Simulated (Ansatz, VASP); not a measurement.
# Cross-check of SnSe2 between VASP and Ansatz

Wanted: the spread between two codes on one cell, functional and k mesh. The cell is taken from a series of runs on this material, whose earlier steps may have relaxed, scaled, displaced or heated it; both programs get it as it stands.

Main program and level: Ansatz 0.2.0; plane waves, with VASP 6.6.1 beside it; single point at HSE06.

## Step 1: Set-up

The cell holds 3 atoms: 1 Sn and 2 Se. Its edges and angles: a = 3.773 Å, b = 3.773 Å, c = 29.600 Å, α = 90.0°, β = 90.0°, γ = 120.0°. Vacuum lies along c.

Structure file:

```xyz
3
Lattice="3.7735 0.0000 0.0000 -1.8867 3.2679 0.0000 0.0000 0.0000 29.6000" Properties=species:S:1:pos:R:3
Sn    0.0000    0.0000   14.8000
Se    0.0000    2.1786   16.3910
Se    1.8867    1.0893   13.2090
```

## Step 2: VASP: single point, HSE06

With cell and atoms fixed, the geometry can't cause a difference; cores, projectors, grids and the points listed under the comparison can.

Lines of VASP's logs that name or quote its potential files are left out, and so is its time.

The run reads the wave functions of an earlier VASP run, which isn't shown here.

Input file INCAR:

```
SYSTEM = SnSe2
PREC = Accurate
ENCUT = 400
EDIFF = 1E-06
NELM = 100
ISMEAR = 0
SIGMA = 0.01
LREAL = .FALSE.
ALGO = Normal
LHFCALC = .TRUE.
AEXX = 0.25
GGA = PE
HFSCREEN = 0.208
LASPH = .TRUE.
NBANDS = 19
PRECFOCK = Fast
LORBIT = 11
LWAVE = .FALSE.
LCHARG = .FALSE.
KPAR = 4
NCORE = 2
ISIF = 2
LDIPOL = .TRUE.
IDIPOL = 3
DIPOL = 0.5 0.5 0.5
LVHAR = .TRUE.
```

Input file POSCAR:

```
SnSe2
1.0
    3.7734635746      0.0000000000      0.0000000000
   -1.8867317873      3.2679153158      0.0000000000
    0.0000000000      0.0000000000     29.6000000000
Sn Se
1 2
Direct
    0.0000000000      0.0000000000      0.5000000000
    0.3333333333      0.6666666667      0.5537491914
    0.6666666667      0.3333333333      0.4462508086
```

Input file KPOINTS:

```
Automatic mesh
0
Gamma
6 6 1
0 0 0
```

The projector-augmented-wave data sets are Sn_d and Se (PBE family, release 64).

On the command line:

```bash
mpirun -np 8 vasp_std
```

Numbers of over 12 decimals in the logs are rounded to 6 here.

Log:

```text
[banner, memory and clock lines left out]
running    8 mpi-ranks, on    1 nodes
 distrk:  each k-point on    2 cores,    4 groups
 distr:  one band on    2 cores,    1 groups

 POSCAR found type information on POSCAR SnSe
 POSCAR found :  2 types and       3 ions
 LDA part: xc-table for (Slater+PW92), standard interpolation
 found WAVECAR, reading the header
 POSCAR, INCAR and KPOINTS ok, starting setup
 FFT: planning ... GRIDC
 FFT: planning ... GRID_SOFT
 FFT: planning ... GRID
 reading WAVECAR
 the WAVECAR file was read successfully
 initial charge from wavefunction
 entering main loop
       N       E                     dE             d eps       ncg     rms          rms(c)
DAV:   1    -0.145398995352E+02   -0.14540E+02   -0.70989E-01   319   0.713E+00    0.213E+00
DAV:   2    -0.145488771462E+02   -0.89776E-02   -0.42946E-02   290   0.120E+00    0.141E+00
DAV:   3    -0.145471302543E+02    0.17469E-02   -0.38986E-03   416   0.410E-01    0.845E-01
DAV:   4    -0.145466874116E+02    0.44284E-03   -0.68448E-04   355   0.178E-01    0.478E-01
DAV:   5    -0.145465460041E+02    0.14141E-03   -0.10966E-04   298   0.897E-02    0.268E-01
DAV:   6    -0.145464984641E+02    0.47540E-04   -0.38049E-05   330   0.521E-02    0.146E-01
DAV:   7    -0.145464882731E+02    0.10191E-04   -0.13763E-05   344   0.265E-02    0.805E-02
DAV:   8    -0.145464881597E+02    0.11341E-06   -0.32932E-06   365   0.128E-02
   1 F= -.14546488E+02 E0= -.14546488E+02  d E =-.718377E-81
```

OUTCAR, selected parts (step 2):

```text
ion  position               nearest neighbor table
   1  0.000  0.000  0.500-   2 2.70   3 2.70   2 2.70   3 2.70   3 2.70   2 2.70
   2  0.333  0.667  0.554-   1 2.70   1 2.70   1 2.70
   3  0.667  0.333  0.446-   1 2.70   1 2.70   1 2.70

  LATTYP: Found a hexagonal cell.
 ALAT       =     3.7734635746
 C/A-ratio  =     7.8442522141

 Subroutine GETGRP returns: Found 12 space group operations
 (whereof 12 operations were pure point group operations)

The static configuration has the point symmetry D_3d.

 Found      7 irreducible k-points:

   k-points           NKPTS =      7   k-points in BZ     NKDIM =     36   number of bands    NBANDS=     19

   dimension x,y,z NGX =    28 NGY =   28 NGZ =  196
   dimension x,y,z NGXF=    56 NGYF=   56 NGZF=  392

   ENCUT  =  400.0 eV  29.40 Ry    5.42 a.u.   6.15  6.15 48.27*2*pi/ulx,y,z

   NELECT =      26.0000    total number of electrons

 k-points in reciprocal lattice and weights: Automatic mesh
   0.00000000  0.00000000  0.00000000       0.028
   0.16666667  0.00000000  0.00000000       0.167
   0.33333333  0.00000000  0.00000000       0.167
   0.50000000  0.00000000  0.00000000       0.083
   0.16666667  0.16666667  0.00000000       0.167
   0.33333333  0.16666667  0.00000000       0.333
   0.33333333  0.33333333  0.00000000       0.056

  exchange ACFDT corr.  =         0.00000000  see jH, gK, PRB 81, 115126

 dipolmoment           0.000000      0.000000      0.000000 electrons x Angstroem

 average (electrostatic) potential at core
       1-104.7149       2 -57.6173       3 -57.6173

 E-fermi :  -4.1924

 k-point     1 :       0.0000    0.0000    0.0000
  band No.  band energies     occupation
    ...
      9      -5.7695      2.00000
     10      -4.8467      2.00000
     11      -4.8467      2.00000
     12      -4.3833      2.00000
     13      -4.3833      2.00000
     14      -1.7902      0.00000
     15      -0.2840      0.00000
     16       1.3167      0.00000
     17       1.3167      0.00000
     18       1.9291      0.00000
    ...

 k-point     2 :       0.1667    0.0000    0.0000
  band No.  band energies     occupation
    ...
      9      -6.7730      2.00000
     10      -5.7750      2.00000
     11      -5.5926      2.00000
     12      -5.4869      2.00000
     13      -4.3265      2.00000
     14      -1.1430      0.00000
     15       0.4762      0.00000
     16       1.6383      0.00000
     17       1.9396      0.00000
     18       2.1947      0.00000
    ...

 k-point     3 :       0.3333    0.0000    0.0000
  band No.  band energies     occupation
    ...
      9      -8.6635      2.00000
     10      -6.9657      2.00000
     11      -6.4845      2.00000
     12      -5.2785      2.00000
     13      -4.5809      2.00000
     14      -2.2732      0.00000
     15       0.7774      0.00000
     16       1.8855      0.00000
     17       2.5167      0.00000
     18       2.8650      0.00000
    ...

  Total        0.7070930      0.7070930     -0.5194937     -0.0000000      0.0000000      0.0000000
  in kB        3.1037339      3.1037339     -2.2802799     -0.0000000      0.0000000      0.0000000
  external PRESSURE =       1.3090626 kB  Pullay stress =       0.0000000 kB

  energy-cutoff  :      400.00
  volume of cell :      365.01
      direct lattice vectors                 reciprocal lattice vectors
     3.773463575  0.000000000  0.000000000     0.265008521  0.153002741  0.000000000
    -1.886731787  3.267915316  0.000000000     0.000000000  0.306005482  0.000000000
     0.000000000  0.000000000 29.600000000     0.000000000  0.000000000  0.033783784

 POSITION                                       TOTAL-FORCE (eV/Angst)
 -----------------------------------------------------------------------------------
      0.00000      0.00000     14.80000         0.000000      0.000000      0.000000
     -0.00000      2.17861     16.39098         0.000000     -0.000000     -0.147818
      1.88673      1.08931     13.20902        -0.000000      0.000000      0.147818
 -----------------------------------------------------------------------------------
    total drift:                                0.000000     -0.000000      0.000001

  FREE ENERGIE OF THE ION-ELECTRON SYSTEM (eV)
  ---------------------------------------------------
  free  energy   TOTEN  =       -14.5464881597 eV

  energy  without entropy=      -14.5464881597  energy(sigma->0) =      -14.54648816

 vacuum level on the upper side and lower side of the slab         2.119         2.119

 total charge
# of ion       s       p       d       tot
------------------------------------------
    1        1.033   1.046  10.121  12.200
    2        1.493   2.367   0.028   3.888
    3        1.493   2.367   0.028   3.888
--------------------------------------------------
tot          4.020   5.780  10.176  19.976

[... 3 further parts left out ...]
```

## Step 3: Ansatz: single point, HSE06

Ansatz runs on its PAW soft_1 files.

The same cell, functional and mesh now go to Ansatz, which takes its cutoff from its data sets.

Input file input.yaml:

```yaml
crystal:
  lattice:
    - [3.7734635746, 0.0, 0.0]
    - [-1.8867317873, 3.2679153158, 0.0]
    - [0.0, 0.0, 29.6]
  atoms:
    - { symbol: Sn, position: [0.0, 0.0, 0.5] }
    - { symbol: Se, position: [0.3333333333, 0.6666666667, 0.5537491914] }
    - { symbol: Se, position: [0.6666666667, 0.3333333333, 0.4462508086] }
  periodic: [true, true, false]
kpoints:
  mp_grid: { grid: [6, 6, 1] }
  band_path:
    path:
      - [0.0, 0.0, 0.0]
      - [0.5, 0.0, 0.0]
      - [0.3333333333, 0.3333333333, 0.0]
      - [0.1, 0.0, 0.0]
    npoints: 1
hamiltonian:
  xc: hse06
  pseudopotentials: { kind: paw, azcp: { folder: soft_1 } }
scf:
  occupations: { method: fixed }
  n_extra_bands: 5
output:
  eigenvalues: true
```

On the command line:

```bash
ansatz run input.yaml --threads 8 --pin off --max-ram 17510MiB --backend cpu --events-out ev --progress --plain --runs-dir out
```

Log:

```text
scf.n_extra_bands = 5 over 23 filled bands (N_el = 46.0): the run solves 28 bands
Engine: ansatz 0.2.0, aarch64-unknown-linux-gnu
Pseudopotentials: kind: paw
Pseudopotential: Sn, paw, valence charge 14, recommended cutoff 420 eV (normal), soft_1/Sn.paw.azcp
Pseudopotential: Se, paw, valence charge 16, recommended cutoff 420 eV (normal), soft_1/Se.paw.azcp
Functional definition: HSE06
  parameter a = 0.25
  parameter omega = 0.11/bohr
  exchange = pbe_x - a*pbe_x_sr(omega) + a*exact_x_sr(omega)
  correlation = pbe_c
davidson cushion auto → on  (no smearing: the cushion is to keep the highest requested band from converging to the state above it; pin scf.eigensolver.cushion to override)
Crystal: 3 atoms, lattice volume = 365.008 Å³
Basis set: ecut = 420 eV, 7167 PW (Γ)
Bands: 28, of which v1, the nominal top of the filled ones, is band 23 counted from 1 (22 counted from 0)
Symmetry: 12 space group operations
Space group: P-3m1 (ITA 164), of the structure as read, at distance tolerance 7.1e-5 Å
k-points: 7 of 36
Non-local potential: Sn, projectors of the file, l = 0: 2, l = 1: 2, l = 2: 2, l = 3: 1
Non-local potential: Se, projectors of the file, l = 0: 2, l = 1: 2, l = 2: 3, l = 3: 1
PAW form: soft (Blöchl's): semilocal exchange-correlation on the pseudo side does not see the compensation charge
PAW frozen core: Sn, regenerated for the run's functional, and the local potential with it (the file was generated under x = pbe(κ = 0.804, μ = 0.219515), c = pbe(β = 0.066725))
PAW frozen core: Se, regenerated for the run's functional, and the local potential with it (the file was generated under x = pbe(κ = 0.804, μ = 0.219515), c = pbe(β = 0.066725))
PAW one-centre angular grid: Sn, 590 points (default); XC on 64 Gauss nodes
PAW one-centre angular grid: Se, 590 points (default); XC on 64 Gauss nodes
Initial density: superposition of atomic densities (neutral atoms: chi_scale 0, normalization atom)
Initial wavefunctions: pseudopotential atomic-orbital guess
Functional: x = pbe(κ = 0.804, μ = 0.219515), c = pbe(β = 0.066725), warm-up for x = pbe(κ = 0.804, μ = 0.219515) + 0.25 (exact − pbe) at short range (hse, ω = 0.207870 Å⁻¹), c = pbe(β = 0.066725); HSE06 as pw.x's `hse` composes it (authors' and Libxc's form: `xc: wpbeh`)
iter 1 solved again at ethr=2.30e-3 eV; its pass at ethr=1.00e-1 eV (dr2=1.06e0 eV) is discarded
SCF iter   1: F=—  HF=-16963.687537 eV  |F-HF|=—  |Δ(HF+E_count)|=         —  Δρ=1.40e-2  dr2=1.02e0  ethr=2.30e-3  ⟨swp⟩=6.7  Hψ=1155  notcnv=0
preconditioner: auto → none  [insulator: Δε(μ)=1.112 eV  Ē_g=15.733 eV  n_scr=24 (ndim 8)  ℏωp=9.9 eV  f_vac=0.764]
SCF iter   2: F=—  HF=-16963.467987 eV  |F-HF|=—  |Δ(HF+E_count)|=   2.20e-1  Δρ=6.46e-3  dr2=2.47e-1  ethr=2.21e-3  ⟨swp⟩=4.0  Hψ=541  notcnv=0
SCF iter   3: F=—  HF=-16963.433017 eV  |F-HF|=—  |Δ(HF+E_count)|=   3.50e-2  Δρ=3.53e-3  dr2=7.26e-2  ethr=5.36e-4  ⟨swp⟩=4.3  Hψ=528  notcnv=0
SCF iter   4: F=—  HF=-16963.422812 eV  |F-HF|=—  |Δ(HF+E_count)|=   1.02e-2  Δρ=1.66e-3  dr2=9.67e-3  ethr=1.58e-4  ⟨swp⟩=3.1  Hψ=476  notcnv=0
iter 5 solved again at ethr=1.42e-6 eV; its pass at ethr=2.10e-5 eV (dr2=6.51e-4 eV) is discarded
SCF iter   5: F=—  HF=-16963.422631 eV  |F-HF|=—  |Δ(HF+E_count)|=   1.82e-4  Δρ=4.61e-4  dr2=6.42e-4  ethr=1.42e-6  ⟨swp⟩=4.1  Hψ=1022  notcnv=0  defer=2
SCF iter   6: F=-16963.422657 eV  HF=-16963.422650 eV  |F-HF|=6.82e-6  |Δ(HF+E_count)|=   1.91e-5  Δρ=8.61e-5  dr2=1.89e-5  ethr=1.40e-6  ⟨swp⟩=3.4  Hψ=470  notcnv=0  defer=1
SCF 1 stopped early in 6 iterations: F = -16963.422657 eV  dr2 = 1.89e-5
  greatest PAW one-centre occupation: 1.000 electrons in one spin orbital (limit 2), on the Se atom at site 2 (counted from 0), in its partial waves of l = 2
Initial density: handed on by an earlier stage of this run
Initial wavefunctions: those handed on with the density
Functional: x = pbe(κ = 0.804, μ = 0.219515) + 0.25 (exact − pbe) at short range (hse, ω = 0.207870 Å⁻¹), c = pbe(β = 0.066725); HSE06 as pw.x's `hse` composes it (authors' and Libxc's form: `xc: wpbeh`)
Exchange kernel: α = 0.2500, screened, ω = 0.2079 Å⁻¹, Wigner–Seitz truncation, v(0) = 1046.5859 eV·Å³, q-mesh 6×6×1, nearest image of the exchange supercell L = 22.64 Å, pair-density grid 18×18×125, without the augmentation charges, whose exchange is taken in its separable form by FFT convolution over the k-point mesh (sized by the pseudopotential files, 24×24×200 at the most), smooth part of the exact exchange by density-matrix convolution
Frozen-core exchange: fock
SCF iter   1: F=—  HF=-16970.584508 eV  |F-HF|=—  |Δ(HF+E_count)|=         —  Δρ=2.36e-3  dr2=2.11e-2  ethr=4.10e-7  ⟨swp⟩=13.6  Hψ=1201  notcnv=0
preconditioner: auto → none  [insulator: Δε(μ)=1.437 eV  Ē_g=11.141 eV  n_scr=24 (ndim 8)  ℏωp=7.8 eV  f_vac=0.769]
SCF iter   2: F=—  HF=-16970.571409 eV  |F-HF|=—  |Δ(HF+E_count)|=   1.31e-2  Δρ=7.21e-4  dr2=2.68e-3  ethr=4.10e-7  ⟨swp⟩=6.0  Hψ=840  notcnv=0
SCF iter   3: F=—  HF=-16970.582628 eV  |F-HF|=—  |Δ(HF+E_count)|=   1.12e-2  Δρ=4.56e-4  dr2=4.92e-4  ethr=4.10e-7  ⟨swp⟩=5.4  Hψ=854  notcnv=0
SCF iter   4: F=—  HF=-16970.582486 eV  |F-HF|=—  |Δ(HF+E_count)|=   1.42e-4  Δρ=8.94e-5  dr2=3.71e-5  ethr=4.10e-7  ⟨swp⟩=3.1  Hψ=610  notcnv=0
SCF iter   5: F=-16970.582671 eV  HF=-16970.582677 eV  |F-HF|=6.00e-6  |Δ(HF+E_count)|=   1.91e-4  Δρ=4.81e-5  dr2=1.01e-5  ethr=3.69e-8  ⟨swp⟩=5.1  Hψ=671  notcnv=0
SCF 2 stopped early in 5 iterations: F = -16970.582671 eV  dr2 = 1.01e-5
hybrid outer 1: dexx = +1.326e-2 eV, tail = 1.62e-4 eV
Exchange kernel: α = 0.2500, screened, ω = 0.2079 Å⁻¹, Wigner–Seitz truncation, v(0) = 1046.5859 eV·Å³, q-mesh 6×6×1, nearest image of the exchange supercell L = 22.64 Å, pair-density grid 18×18×125, without the augmentation charges, whose exchange is taken in its separable form by FFT convolution over the k-point mesh (sized by the pseudopotential files, 24×24×200 at the most), smooth part of the exact exchange by density-matrix convolution
Frozen-core exchange: fock
SCF iter   1: F=—  HF=-16970.582732 eV  |F-HF|=—  |Δ(HF+E_count)|=         —  Δρ=2.50e-5  dr2=2.89e-6  ethr=1.76e-6  ⟨swp⟩=2.3  Hψ=436  notcnv=0
preconditioner: auto → none  [insulator: Δε(μ)=1.447 eV  Ē_g=11.142 eV  n_scr=24 (ndim 8)  ℏωp=7.8 eV  f_vac=0.769]
SCF iter   2: F=—  HF=-16970.582734 eV  |F-HF|=—  |Δ(HF+E_count)|=   2.57e-6  Δρ=1.58e-5  dr2=5.45e-7  ethr=6.07e-9  ⟨swp⟩=5.0  Hψ=798  notcnv=0
iter 3 solved again at ethr=3.35e-11 eV; its pass at ethr=9.66e-10 eV (dr2=1.54e-8 eV) is discarded
SCF iter   3: F=—  HF=-16970.582734 eV  |F-HF|=—  |Δ(HF+E_count)|=   1.59e-7  Δρ=3.28e-6  dr2=1.26e-7  ethr=3.35e-11  ⟨swp⟩=3.6  Hψ=1047  notcnv=0
SCF iter   4: F=-16970.582735 eV  HF=-16970.582735 eV  |F-HF|=4.07e-8  |Δ(HF+E_count)|=   9.78e-7  Δρ=3.39e-6  dr2=5.73e-8  ethr=3.28e-11  ⟨swp⟩=6.6  Hψ=873  notcnv=0  defer=6
SCF 3 converged in 4 iterations: F = -16970.582735 eV  dr2 = 5.73e-8
hybrid outer 2: dexx = +1.177e-6 eV, tail = 1.60e-7 eV, Δε = 5.72e-3 eV (about 3.92e-4 eV left of the loop's levels)
the search or the solves at the SCF's close seem to have found levels that the self-consistency loop had missed (the run counts 1). By its estimate they hold under 1e-12 electrons; where the run keeps them, the occupations were computed again with them
NSCF: frozen V_eff on 4 k-points
hybrid SCF converged: 2 outer / 9 inner (+6 warm-up), last move |dexx| = 1.18e-6 eV, tail = 1.60e-7 eV
Stability not checked: this state was not tested for a lower state beside it, because the functional holds exact exchange (a hybrid, or Hartree-Fock), whose exchange loop this test does not read (fock_operator; see scf.lower_state_search)
Free energy (F): -16970.582735 eV
Frozen-core exchange: fock
Harris-Foulkes:  -16970.582735 eV  (|F-HF|=4.07e-8)
Internal energy: -16970.582735 eV  (E = F + TS)
E sigma→0 (E₀):  -16970.582735 eV
Fermi energy:    -6.440466 eV
--- Per-component energies (eV) ---
  E_band       = -1627.008914
  E_kinetic    = 388.668721
  E_local      = -95997.805410  (includes V_loc(G=0)·N_el)
  E_nonlocal   = -569.130871
  E_hartree    = 47819.109846
  E_xc         = -238.217759
  E_vxc        = -209.437565  (∫ρ·V_xc dr)
  E_exx        = -173.049054  (= α·E_x^exact, valence–valence)
  E_paw        = -8519.519824  (= ΣΔE_a)
  E_vpaw       = -531.454066  (= ΣTr[D̂ρ^β])
  E_aug_tail   = -0.000476  (compensation charges beyond the density's cutoff)
  E_ewald      = 40321.245159
  E_core_change = -1.883066  (= ΣΔE_core)
  E_smearing   = -0.000000  (= −TS)
  E_closure    = -0.000000  (closes the sum)
  Σ components = -16970.582735   (vs F -16970.582735, Δ=0.00e0)
--- Band table (eV; the first three rows and the last of 7) ---
  k-point 0: bands = [... 19 lower, -6.9636, -6.9636, -6.4964, -6.4964, -3.9035, -2.4088, -0.8098, -0.8098, ... 1 higher]
  k-point 1: bands = [... 19 lower, -7.8977, -7.7109, -7.6057, -6.4405, -3.2595, -1.6508, -0.4931, -0.1851, ... 1 higher]
  k-point 2: bands = [... 19 lower, -9.0901, -8.6047, -7.3992, -6.6959, -4.3964, -1.3468, -0.2474, 0.3929, ... 1 higher]
  k-point 6: bands = [... 19 lower, -10.6180, -10.2242, -7.5122, -7.5122, -3.8360, -0.2814, -0.2814, 1.3286, ... 1 higher]
  the weakly bound empty levels are not read free of the cell's end (exact_exchange)
```

## Step 4: Comparison

Known differences besides the potentials themselves: exact exchange at q = 0 is treated differently, which shows on coarse meshes; VASP keeps PBE cores, Ansatz makes them for the functional; fixed occupations in Ansatz, narrow Gaussian smearing in VASP; Ansatz cuts the interaction across the vacuum, VASP repeats the sheet with a dipole correction; the data sets hold 46 valence electrons in Ansatz (on its PAW soft_1 files) and 26 in VASP; the cutoff is 420 eV in Ansatz and 400 eV in VASP; VASP takes a coarser grid for exact exchange (PRECFOCK = Fast). Total energies have different zeros and are not compared.

The two programs side by side:

```csv
quantity,Ansatz,VASP,difference
gap on the k mesh (eV),1.447,1.457,-0.010
```

A gap on the mesh is an upper bound, since the band edges may lie between its points. With vacuum in the cell, a pressure given here is an average over mostly empty space and none of the material.

## Step 5: Outcome

| Quantity | Value |
| --- | --- |
| difference in gap on the k mesh (single point, HSE06) | -0.0095 eV |

**Reading.** The difference in gap on the k mesh is -0.0095 eV (single point, HSE06), within the 0.08 eV picked in this series as the mark of a large difference. The data sets hold unlike numbers of valence electrons (46 in Ansatz and 26 in VASP), so part of the differences comes from the potentials. How closely two codes agree says nothing of how well the functional describes the real material.

[Lines on the potential files, build, host, timing and source positions are cut from VASP's logs without a mark.]

[Logs are printed without paths, hosts, clocks, repeated set-up lines and the standing remarks that a program may print on its own settings, such as how far it seeks lower states.]

[Hosts, paths, dates, database ids (printed as entryN), source tags and the programs' standing remarks are cut or masked in the printed files.]
